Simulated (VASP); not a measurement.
Input:

```
CdTe
1.0
    0.00000     3.24215     3.24215
    3.24215     0.00000     3.24215
    3.24215     3.24215     0.00000
Cd Te
1 1
Direct
  0.00000   0.00000   0.00000
  0.25000   0.25000   0.25000
```

These are PBEsol GGA, VASP's PBE PAW potentials (set 64) (plane waves; VASP) values and carry that method's errors. Settings: 400 eV cut-off, Gaussian smearing of 0.050 eV, potentials Cd Te.

Unless said otherwise, spin-orbit coupling is left out, though it shifts the bands of the heavy elements here.

**Question.** Give the energies of bands 7 to 12 at the high-symmetry points, in eV from the valence-band maximum.

**Answer.** 
```csv
band,Γ,X,U,L,W
7,0.00,-4.34,-4.24,-4.47,-4.22
8,0.00,-1.88,-2.59,-0.78,-2.35
9,0.00,-1.88,-1.56,-0.78,-2.23
10,0.66,2.49,2.81,1.73,4.22
11,4.55,2.60,4.45,5.13,4.59
12,4.55,8.71,7.24,5.13,5.48
```

The gap is direct, 0.66 eV, from the valence maximum at Γ to the conduction minimum at Γ.

The structure comes from a measured CdTe entry (F-43m) of the Crystallography Open Database, whose conditions weren't checked. It was relaxed first.
